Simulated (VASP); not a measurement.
An input for Ansatz (written as the equivalent of a VASP run, and not itself run):

Ansatz 0.2 input:
```yaml
crystal:
  lattice:
    - [0.0000000, 2.2927132, 2.2927132]
    - [2.2927132, 0.0000000, 2.2927132]
    - [2.2927132, 2.2927132, 0.0000000]
  atoms:
    - { symbol: Fe, position: [0.0000000, 0.0000000, 1.0000000], spin: 1.1 }
    - { symbol: P, position: [0.5000000, 0.5000000, 0.5000000] }
kpoints:
  mp_grid: { grid: [12, 12, 12] }
hamiltonian:
  xc: pbesol
  pseudopotentials: { kind: paw }
magnetization: { spin_polarized: true }
scf:
  occupations: { method: methfessel_paxton, width: 0.1 }
  max_iter: 100
relax:
  max_steps: 60
  f_tol: 0.01
  cell: {}
output: { forces: true, stress: true, eigenvalues: true }
```

Question: Write the VASP files for the same calculation (PBEsol).

Answer: Several could match; the one computed here: 
POSCAR:
```
FeP
1
   -0.0000000000     2.2927131972     2.2927131972
    2.2927131972    -0.0000000000     2.2927131972
    2.2927131972     2.2927131972    -0.0000000000
Fe P
1 1
Direct
  0.0000000000   0.0000000000   1.0000000000
  0.5000000000   0.5000000000   0.5000000000
```

### KPOINTS
```
Automatic mesh
0
Gamma
12 12 12
0 0 0
```

### INCAR
```
! general
SYSTEM  = FeP
PREC    = Accurate
ENCUT   = 400
LREAL   = .False.
LASPH   = .True.

! electronic loop
EDIFF   = 1E-6
NELM    = 100
ALGO    = Normal
LMAXMIX = 4

! smearing
ISMEAR  = 1
SIGMA   = 0.1

! functional
GGA     = PS

! spin
ISPIN   = 2
MAGMOM  = 1.1 -0.0

! ions
IBRION  = 2
NSW     = 60
ISIF    = 3
EDIFFG  = -0.01

! output
LWAVE   = .False.
LCHARG  = .False.
LORBIT  = 10
```

POTCAR, in this order: Fe P (PBE.64 set). Program: vasp_std.

What does not carry over: each code has its own PAW files, so the cut-off isn't converted (ENCUT is set for VASP's; basis.ecutwfc is left out, and Ansatz then takes the one that its files recommend); Ansatz stops its SCF on the density residual and VASP on the energy change (EDIFF).

The structure was generated: FeP was put into the rock salt type (Fm-3m), which need not be its known phase. This run relaxes it. Symmetry was kept, so distortions that lower it aren't found. The start is the result of an earlier pass.
